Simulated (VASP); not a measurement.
Output of a VASP run:

File OSZICAR:
```
...
DAV:   5    -0.181362819052E+02   -0.95190E-05   -0.11932E-04  6200   0.113E-01    0.138E-02
DAV:   6    -0.181362811363E+02    0.76896E-06   -0.85410E-06  7256   0.310E-02
   3 F= -.18136281E+02 E0= -.18136281E+02  d E =-.269307E+00
       N       E                     dE             d eps       ncg     rms          rms(c)
DAV:   1    -0.181366326141E+02   -0.35071E-03   -0.61864E-02  5840   0.243E+00    0.391E-02
DAV:   2    -0.181366495494E+02   -0.16935E-04   -0.35262E-04  8408   0.213E-01    0.230E-02
DAV:   3    -0.181366433294E+02    0.62200E-05   -0.23564E-05  6328   0.476E-02    0.239E-03
DAV:   4    -0.181366434061E+02   -0.76722E-07   -0.14668E-06  5576   0.130E-02
   4 F= -.18136643E+02 E0= -.18136643E+02  d E =-.269670E+00
       N       E                     dE             d eps       ncg     rms          rms(c)
DAV:   1    -0.181366945951E+02   -0.51266E-04   -0.83606E-03  5840   0.893E-01    0.142E-02
DAV:   2    -0.181366968828E+02   -0.22877E-05   -0.47259E-05  8440   0.779E-02    0.836E-03
DAV:   3    -0.181366960616E+02    0.82115E-06   -0.31188E-06  6152   0.173E-02
   5 F= -.18136696E+02 E0= -.18136696E+02  d E =-.269722E+00
       N       E                     dE             d eps       ncg     rms          rms(c)
DAV:   1    -0.181228962362E+02    0.13801E-01   -0.34558E+00  5840   0.182E+01    0.297E-01
DAV:   2    -0.181238537982E+02   -0.95756E-03   -0.20337E-02  8496   0.162E+00    0.175E-01
DAV:   3    -0.181234830859E+02    0.37071E-03   -0.14045E-03  6392   0.369E-01    0.181E-02
DAV:   4    -0.181234873518E+02   -0.42659E-05   -0.88017E-05  6712   0.999E-02    0.125E-02
DAV:   5    -0.181234880620E+02   -0.71018E-06   -0.25905E-06  7136   0.175E-02
   6 F= -.18123488E+02 E0= -.18123488E+02  d E =0.132080E-01
       N       E                     dE             d eps       ncg     rms          rms(c)
DAV:   1    -0.181423694489E+02   -0.18882E-01   -0.14319E+00  5840   0.117E+01    0.191E-01
DAV:   2    -0.181427579419E+02   -0.38849E-03   -0.83680E-03  8432   0.104E+00    0.113E-01
DAV:   3    -0.181426037530E+02    0.15419E-03   -0.58309E-04  6400   0.239E-01    0.116E-02
DAV:   4    -0.181426054080E+02   -0.16550E-05   -0.37518E-05  6720   0.654E-02    0.802E-03
DAV:   5    -0.181426056716E+02   -0.26358E-06   -0.99170E-07  5248   0.110E-02
   7 F= -.18142606E+02 E0= -.18142606E+02  d E =-.590961E-02
       N       E                     dE             d eps       ncg     rms          rms(c)
DAV:   1    -0.181425328715E+02    0.72537E-04   -0.30882E-02  5840   0.172E+00    0.281E-02
DAV:   2    -0.181425407038E+02   -0.78322E-05   -0.17428E-04  8408   0.150E-01    0.165E-02
DAV:   3    -0.181425374441E+02    0.32597E-05   -0.12528E-05  6232   0.348E-02    0.168E-03
DAV:   4    -0.181425374749E+02   -0.30806E-07   -0.77895E-07  4144   0.953E-03
   8 F= -.18142537E+02 E0= -.18142537E+02  d E =0.681967E-04
       N       E                     dE             d eps       ncg     rms          rms(c)
DAV:   1    -0.181426759269E+02   -0.13848E-03   -0.10500E-02  5840   0.100E+00    0.162E-02
DAV:   2    -0.181426786475E+02   -0.27206E-05   -0.59309E-05  8432   0.875E-02    0.955E-03
DAV:   3    -0.181426775388E+02    0.11087E-05   -0.41712E-06  6144   0.201E-02    0.977E-04
DAV:   4    -0.181426775504E+02   -0.11573E-07   -0.25854E-07  3080   0.551E-03
   9 F= -.18142678E+02 E0= -.18142678E+02  d E =-.718788E-04
```

### OUTCAR
```
------------------------ aborting loop because EDIFF is reached ----------------------------------------
  FORCE on cell =-STRESS in cart. coord.  units (eV):
  Direction    XX          YY          ZZ          XY          YZ          ZX
  --------------------------------------------------------------------------------------
  Total       -1.5950527     -1.5950649     -1.5950372     -0.0000708     -0.0002361     -0.0000770
  in kB     -212.2441641   -212.2457939   -212.2421056     -0.0094272     -0.0314110     -0.0102395
  external PRESSURE =    -212.2440212 kB  Pullay stress =       0.0000000 kB
  volume of cell :       12.04
      direct lattice vectors                 reciprocal lattice vectors
     0.000000000  1.819170000  1.819170000    -0.274850619  0.274850619  0.274850619
     1.819170000  0.000000000  1.819170000     0.274850619 -0.274850619  0.274850619
     1.819170000  1.819170000  0.000000000     0.274850619  0.274850619 -0.274850619
 POSITION                                       TOTAL-FORCE (eV/Angst)
 -----------------------------------------------------------------------------------
      0.06001      1.84417      1.81915        -0.000302      0.000096      0.001600
      0.96958      0.93459      0.90961         0.000302     -0.000096     -0.001600
 -----------------------------------------------------------------------------------
    total drift:                               -0.000002      0.000001     -0.000000
  FREE ENERGIE OF THE ION-ELECTRON SYSTEM (eV)
  ---------------------------------------------------
  free  energy   TOTEN  =       -18.1426775504 eV

  energy  without entropy=      -18.1426775504  energy(sigma->0) =      -18.14267755

 reached required accuracy - stopping structural energy minimisation
```
(Selected blocks of OUTCAR.)

### POSCAR
```
C
1
    0.0000000000     1.8191700000     1.8191700000
    1.8191700000     0.0000000000     1.8191700000
    1.8191700000     1.8191700000     0.0000000000
C
2
Direct
 -0.0192395433   0.0192395433   0.0467246052
  0.2500000000   0.2500000000   0.2500000000
```

Task: Reconstruct the remaining input files.

Result: This is not unique; one that fits is the input of the run itself, PBE GGA, plane waves, VASP's PBE PAW potentials (set 64).

**KPOINTS**
```
Automatic mesh
0
Gamma
9 9 9
0 0 0
```

**INCAR**
```
! general
SYSTEM=C
PREC  =Accurate
ENCUT =520
LREAL =.FALSE.
LASPH =.TRUE.

! electronic loop
EDIFF =1E-6
NELM  =100
ALGO  =Normal

! smearing
ISMEAR=0
SIGMA =0.05

! functional
GGA   =PE

! ions
IBRION=2
NSW   =40
ISIF  =2
EDIFFG=-0.01

! output
LWAVE =.FALSE.
LCHARG=.FALSE.
```

POTCAR, in this order: C (PBE.64 set). Program: vasp_std.

The compound is C in the diamond structure. In the starting cell atoms are displaced from their ideal sites. This run relaxes the ions in a fixed cell. Symmetry was kept, so distortions that lower it aren't found.
